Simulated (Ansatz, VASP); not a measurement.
# Cross-check of ZnCo3C between VASP and Ansatz

Wanted: the spread between two codes on one cell, functional and k mesh. The cell is taken from a series of runs on this material, whose earlier steps may have relaxed, scaled, displaced or heated it; both programs get it as it stands.

Program: Ansatz 0.2.0. Level of theory: plane waves, with VASP 6.6.1 beside it; single point at PBEsol. Results are calculated unless marked as measured.

**1. The starting structure**

The structure is cubic, space group Pm-3m (No. 221). Conventional cell: a = 3.727 Å, b = 3.727 Å, c = 3.727 Å, α = 90.00°, β = 90.00°, γ = 90.00°. Nearest to Zn lie 12 Co at 2.64 Å. Nearest to Co lie 2 C at 1.86 Å and 8 Co at 2.64 Å and 4 Zn at 2.64 Å. Nearest to Co lie 2 C at 1.86 Å and 4 Zn at 2.64 Å and 8 Co at 2.64 Å. C has 6 Co at 1.86 Å nearest. Farther neighbours are not listed.

Structure file:

```cif
data_structure
_symmetry_space_group_name_H-M 'Pm-3m'
_symmetry_Int_Tables_number 221
_cell_length_a 3.7270
_cell_length_b 3.7270
_cell_length_c 3.7270
_cell_angle_alpha 90.000
_cell_angle_beta 90.000
_cell_angle_gamma 90.000
_cell_volume 51.77
loop_
_atom_site_label
_atom_site_type_symbol
_atom_site_symmetry_multiplicity
_atom_site_Wyckoff_symbol
_atom_site_fract_x
_atom_site_fract_y
_atom_site_fract_z
_atom_site_occupancy
Zn1 Zn 1 a 0.00000 0.00000 0.00000 1
Co1 Co 3 c 0.00000 0.50000 0.50000 1
C1 C 1 b 0.50000 0.50000 0.50000 1
```

**2. Ansatz: single point, PBEsol, pair 1**

Ansatz runs on its PAW soft_1 files.

With cell and atoms fixed, the geometry can't cause a difference; cores, projectors, grids and the points listed under the comparison can.

input.yaml reads:

```yaml
crystal:
  lattice:
    - [3.72695436, 0.0, 0.0]
    - [0.0, 3.72695436, 0.0]
    - [0.0, 0.0, 7.45390872]
  atoms:
    - { symbol: Zn, position: [0.0, 0.0, 0.0] }
    - { symbol: Zn, position: [0.0, 0.0, 0.5] }
    - { symbol: Co, position: [0.0, 0.5, 0.25], spin: 3.0 }
    - { symbol: Co, position: [0.0, 0.5, 0.75], spin: -3.0 }
    - { symbol: Co, position: [0.5, 0.5, 0.0], spin: 3.0 }
    - { symbol: Co, position: [0.5, 0.5, 0.5], spin: -3.0 }
    - { symbol: Co, position: [0.5, 0.0, 0.25], spin: 3.0 }
    - { symbol: Co, position: [0.5, 0.0, 0.75], spin: -3.0 }
    - { symbol: C, position: [0.5, 0.5, 0.25] }
    - { symbol: C, position: [0.5, 0.5, 0.75] }
kpoints:
  mp_grid: { grid: [8, 8, 4] }
hamiltonian:
  xc: pbesol
  pseudopotentials: { kind: paw, azcp: { folder: soft_1 }, xc_functional: pbe }
scf:
  occupations: { method: gaussian, width: 0.05 }
  max_iter: 100
output:
  forces: true
  stress: true
  eigenvalues: true
  populations: true
magnetization:
  spin_polarized: true
```

Started as:

```
ansatz run input.yaml --threads 4 --pin off --max-ram 10240MiB --backend cpu --events-out ev --progress --plain --runs-dir out
```

Numbers of over 12 decimals in the logs are rounded to 6 here.

The log of the run:

```text
Engine: ansatz 0.2.0, aarch64-unknown-linux-gnu
Pseudopotentials: kind: paw
Pseudopotential: Zn, paw, valence charge 12, recommended cutoff 420 eV (normal), soft_1/Zn.paw.azcp
Pseudopotential: Co, paw, valence charge 17, recommended cutoff 420 eV (normal), soft_1/Co.paw.azcp
Pseudopotential: C, paw, valence charge 4, recommended cutoff 420 eV (normal), soft_1/C.paw.azcp
Functional definition: PBEsol
  exchange = pbesol_x
  correlation = pbesol_c
Crystal: 10 atoms, lattice volume = 103.536 Å³
Basis set: ecut = 420 eV, 2041 PW (Γ), exchange–correlation on 50×50×100 points (8 copies of the dense FFT grid, shifted against one another)
Bands: 92, of which v1, the nominal top of the filled ones, is band 67 counted from 1 (66 counted from 0)
Symmetry: 8 space group operations
Space group: P4mm (ITA 99), of the structure as read, at distance tolerance 4.7e-5 Å
Magnetic group: BNS 99.168 (UNI 828), of the structure as read, at distance tolerance 4.7e-5 Å
k-points: 45 of 256 (time reversal used)
Non-local potential: Zn, projectors of the file, l = 0: 2, l = 1: 2, l = 2: 3, l = 3: 1
Non-local potential: Co, projectors of the file, l = 0: 3, l = 1: 2, l = 2: 3, l = 3: 1
Non-local potential: C, projectors of the file, l = 0: 2, l = 1: 2, l = 2: 1
PAW form: soft (Blöchl's): semilocal exchange-correlation on the pseudo side does not see the compensation charge
PAW frozen core: Zn, regenerated for the run's functional, and the local potential with it (the file was generated under x = pbe(κ = 0.804, μ = 0.219515), c = pbe(β = 0.066725))
PAW frozen core: Co, regenerated for the run's functional, and the local potential with it (the file was generated under x = pbe(κ = 0.804, μ = 0.219515), c = pbe(β = 0.066725))
PAW frozen core: C, regenerated for the run's functional, and the local potential with it (the file was generated under x = pbe(κ = 0.804, μ = 0.219515), c = pbe(β = 0.066725))
PAW one-centre angular grid: Zn, 590 points (default); XC on 64 Gauss nodes
PAW one-centre angular grid: Co, 590 points (default); XC on 64 Gauss nodes
PAW one-centre angular grid: C, 110 points (default); XC on 64 Gauss nodes
Initial density: superposition of atomic densities (chi_scale 0.1, normalization cell, long waves kept (reshape's long-wave potential 0.01 eV rms))
Starting moments: Σ|m| = 18 μB on 6 of 10 sites
Starting magnetic order: antiferromagnet; a translation exchanges its spin sublattices: spin-degenerate at every k-point
Initial wavefunctions: pseudopotential atomic-orbital guess
Functional: x = pbesol(κ = 0.804, μ = 0.123457), c = pbesol(β = 0.046)
SCF iter   1: F=—  HF=-37611.879426 eV  |F-HF|=—  |Δ(HF+E_count)|=         —  Δρ=1.53e-1 (↑1.53e-1 ↓1.53e-1)  dr2=1.34e1  dr2_m=1.99e1  M=0.000 μB ∫|m|=9.263 μB  β_m=0.30  ethr=3.10e-3  ⟨swp⟩=5.9  Hψ=16355  notcnv=0  defer=43
Mixer restart at iter 1: flushing history
preconditioner: auto → Kerker (q_TF=auto, 2.848 Å⁻¹)  [metal: Δε(μ)=0.005 eV  Ē_g=10.487 eV  σ=0.050 eV  W_gap=0.06  n_scr=38 (ndim 8)  ℏωp=33.8 eV  f_vac=0.000  D(μ)=15.28/eV (n_scr^D=240)]
spin=Collinear: Kerker preconditioning applied to the charge; magnetization (m = ρ↑ − ρ↓) channel mixes plain (no charge-response kernel on spin).
SCF iter   2: F=—  HF=-37608.799214 eV  |F-HF|=—  |Δ(HF+E_count)|=    3.08e0  Δρ=1.22e-1 (↑1.22e-1 ↓1.22e-1)  dr2=4.72e0  dr2_m=1.34e1  M=0.000 μB ∫|m|=8.329 μB  β_m=0.65  ethr=3.10e-3  ⟨swp⟩=2.7  Hψ=6461  notcnv=0  defer=823
SCF iter   3: F=—  HF=-37615.767404 eV  |F-HF|=—  |Δ(HF+E_count)|=    6.97e0  Δρ=7.79e-2 (↑7.79e-2 ↓7.79e-2)  dr2=2.25e0  dr2_m=4.78e0  M=0.000 μB ∫|m|=5.139 μB  β_m=0.74  ethr=3.10e-3  ⟨swp⟩=3.0  Hψ=8072  notcnv=0  defer=822
SCF iter   4: F=—  HF=-37613.793490 eV  |F-HF|=—  |Δ(HF+E_count)|=    1.97e0  Δρ=2.28e-2 (↑2.28e-2 ↓2.28e-2)  dr2=1.50e0  dr2_m=9.81e-2  M=0.000 μB ∫|m|=2.739 μB  β_m=0.74  ethr=1.68e-3  ⟨swp⟩=3.0  Hψ=8033  notcnv=0  defer=837
SCF iter   5: F=—  HF=-37613.445303 eV  |F-HF|=—  |Δ(HF+E_count)|=   3.48e-1  Δρ=1.94e-2 (↑1.94e-2 ↓1.94e-2)  dr2=7.79e-1  dr2_m=1.51e-2  M=0.000 μB ∫|m|=2.085 μB  β_m=0.70  ethr=1.12e-3  ⟨swp⟩=3.0  Hψ=6915  notcnv=0  defer=820
SCF iter   6: F=—  HF=-37613.646382 eV  |F-HF|=—  |Δ(HF+E_count)|=   2.01e-1  Δρ=1.55e-2 (↑1.55e-2 ↓1.55e-2)  dr2=5.86e-1  dr2_m=8.52e-3  M=0.000 μB ∫|m|=2.047 μB  β_m=0.85  ethr=5.82e-4  ⟨swp⟩=2.1  Hψ=6858  notcnv=0  defer=820
SCF iter   7: F=—  HF=-37613.721652 eV  |F-HF|=—  |Δ(HF+E_count)|=   7.53e-2  Δρ=9.04e-3 (↑9.04e-3 ↓9.04e-3)  dr2=2.20e-1  dr2_m=3.98e-3  M=0.000 μB ∫|m|=2.039 μB  β_m=0.86  ethr=4.37e-4  ⟨swp⟩=2.1  Hψ=4573  notcnv=0  defer=820
SCF iter   8: F=—  HF=-37613.700195 eV  |F-HF|=—  |Δ(HF+E_count)|=   2.15e-2  Δρ=4.11e-3 (↑4.11e-3 ↓4.11e-3)  dr2=4.40e-2  dr2_m=1.28e-3  M=0.000 μB ∫|m|=2.027 μB  β_m=0.65  ethr=1.64e-4  ⟨swp⟩=2.9  Hψ=5529  notcnv=0  defer=820
[...]
SCF 3 converged in 8 iterations: F = -37613.746448 eV  dr2 = 3.00e-9
the translation (0, 0, 0.5) carries every atom to within crystal.symmetry.tolerance of an atom of its element with the starting moment reversed, but both spin channels are solved: the run starts from a saved state that isn't shown to keep it, or this solve from the single point that its walk made first
iter 1 solved again at ethr=2.24e-12 eV; its pass at ethr=3.10e-3 eV (dr2=3.00e-9 eV) is discarded
SCF iter   1: F=—  HF=-37613.746448 eV  |F-HF|=—  |Δ(HF+E_count)|=         —  Δρ=8.30e-7 (↑8.30e-7 ↓5.44e-7)  dr2=3.00e-9  dr2_m=2.39e-11  M=-2.033 μB ∫|m|=2.553 μB  β_m=0.30  ethr=2.24e-12  ⟨swp⟩=2.1  Hψ=28087  notcnv=0
preconditioner: auto → Kerker (q_TF=auto, 2.848 Å⁻¹)  [metal: Δε(μ)=0.013 eV  Ē_g=11.000 eV  σ=0.050 eV  W_gap=0.14  n_scr=38 (ndim 8)  ℏωp=33.8 eV  f_vac=0.000  D(μ)=6.15/eV (n_scr^D=54)]
spin=Collinear: Kerker preconditioning applied to the charge; magnetization (m = ρ↑ − ρ↓) channel mixes plain (no charge-response kernel on spin).
SCF iter   2: F=-37613.746448 eV  HF=-37613.746448 eV  |F-HF|=1.05e-8  |Δ(HF+E_count)|=  2.40e-10  Δρ=1.73e-6 (↑1.73e-6 ↓1.42e-6)  dr2=1.10e-8  dr2_m=3.26e-11  M=-2.033 μB ∫|m|=2.553 μB  ethr=2.24e-12  ⟨swp⟩=6.4  Hψ=24438  notcnv=0
SCF 4 converged in 2 iterations: F = -37613.746448 eV  dr2 = 1.10e-8
WARN: the starting moments were not kept: 3 of 6 ended reversed and 3 kept their direction, counting a site from 0.1 of the cell's largest site moment. The largest reversed, site 4 (counted from 0, in the order of the report's site_moments_mub), started with +3.0 μB and closes at -3.6e-1 μB in its sphere. The starting moments cancel, and the net magnetisation is 2.1e0 μB in size, over 0.1 of its absolute magnetisatio [...]
SCF converged after 2 iterations
Magnetization: -2.0332 μB (65.9834 up, 68.0166 down)
Absolute magnetization: 2.5530 μB (∫|ρ↑−ρ↓|, with the PAW one-centre terms)
Spin contamination: 0.0233 ħ² per cell (⟨S²⟩ above its minimum at these occupations)
Per-site moments (μB) at R_I (Å): [(0.022715, 1.087084), (0.022715, 1.087084), (-0.358042, 0.76868433675), (-0.358047, 0.76868433675), (-0.358043, 0.76868433675), (-0.358043, 0.76868433675), (-0.358042, 0.76868433675), (-0.358047, 0.76868433675), (0.034700, 0.76868433675), (0.034700, 0.76868433675)]
Free energy (F): -37613.746448 eV
Harris-Foulkes:  -37613.746448 eV  (|F-HF|=1.05e-8)
Internal energy: -37613.738764 eV  (E = F + TS)
E sigma→0 (E₀):  -37613.742606 eV
Entropy (-TS):   -0.007685 eV (-0.768 meV/atom)
Fermi energy:    16.063551 eV
--- Per-component energies (eV) ---
  E_band       = -1418.343158
  E_kinetic    = 2236.035422
  E_local      = -20855.699674  (includes V_loc(G=0)·N_el)
  E_nonlocal   = 4318.751070
  E_hartree    = 9009.986952
  E_xc         = -802.988316
  E_vxc        = -934.202371  (∫ρ·V_xc dr)
  E_paw        = -13158.164397  (= ΣΔE_a)
  E_vpaw       = -4203.200248  (= ΣTr[D̂ρ^β])
  E_aug_tail   = -0.000921  (compensation charges beyond the density's cutoff)
  E_ewald      = -18364.426330
  E_core_change = 2.767430  (= ΣΔE_core)
  E_smearing   = -0.007685  (= −TS)
  E_closure    = 0.000000  (closes the sum)
  Σ components = -37613.746448   (vs F -37613.746448, Δ=0.00e0)
--- Forces (eV/Å), atoms counted from 1 ---
  atom   1  Zn     0.00000000     0.00000000     0.00000777
  atom   2  Zn    -0.00000000     0.00000000    -0.00000776
  atom   3  Co     0.00000000     0.00000000    -0.00000003
  atom   4  Co     0.00000000     0.00000000     0.00000003
  atom   5  Co    -0.00000000     0.00000000     0.00001253
  atom   6  Co     0.00000000     0.00000000    -0.00001253
  atom   7  Co    -0.00000000     0.00000000    -0.00000003
  atom   8  Co     0.00000000     0.00000000     0.00000003
  atom   9  C     -0.00000000     0.00000000     0.00000014
  atom  10  C      0.00000000     0.00000000    -0.00000015
  max |Σ_I F_I| component: 8.13e-10 eV/Å
--- Stress (GPa, compression-positive) ---
       -8.027523       0.000000       0.000000
        0.000000      -8.027523       0.000000
        0.000000       0.000000      -8.027467
  P = ⅓ Tr σ = -8.0275 GPa (-80.275 kbar)
--- Band table (eV; the first three rows and the last of 90) ---
  k-point 0 ↑: bands = [... 63 lower, 15.5890, 15.9526, 16.2929, 16.2929, 16.2929, 16.2940, 16.6610, 17.0577, ... 21 higher]
  k-point 1 ↑: bands = [... 63 lower, 15.5624, 16.1118, 16.2931, 16.2939, 16.3777, 16.3777, 16.5904, 16.9219, ... 21 higher]
  k-point 2 ↑: bands = [... 63 lower, 15.4971, 16.2935, 16.2935, 16.3885, 16.3885, 16.6255, 16.6255, 16.6255, ... 21 higher]
  k-point 44 ↓: bands = [... 63 lower, 15.5649, 15.5986, 15.5986, 16.0845, 16.0845, 16.3773, 16.3773, 16.3774, ... 21 higher]
--- Löwdin populations: 10 sites ---
  site symbol       q [e]    m [muB]
     0     Zn     11.0558     0.0098
     1     Zn     11.0558     0.0098
     2     Co     16.6715    -0.3798
     3     Co     16.6715    -0.3798
     4     Co     16.6715    -0.3798
     5     Co     16.6715    -0.3798
     6     Co     16.6715    -0.3798
     7     Co     16.6715    -0.3798
     8      C      4.9894     0.0579
     9      C      4.9894     0.0579
  spilling = 0.014035 (of n_electrons = 134.000000)
```

In the SCF lines HF is the Harris–Foulkes energy and dr2 the Hartree energy of the density residual, in eV; the loop may stop once dr2 is under the threshold and the program's other checks hold. Hψ counts applications of the Hamiltonian.

The run ends at a pressure of -8.03 GPa.

[end of part 1 of 3]

[Lines on the potential files, build, host, timing and source positions are cut from VASP's logs without a mark.]

[Logs are printed without paths, hosts, clocks, repeated set-up lines and the standing remarks that a program may print on its own settings, such as how far it seeks lower states.]

[Hosts, paths, dates, database ids (printed as entryN), source tags and the programs' standing remarks are cut or masked in the printed files.]
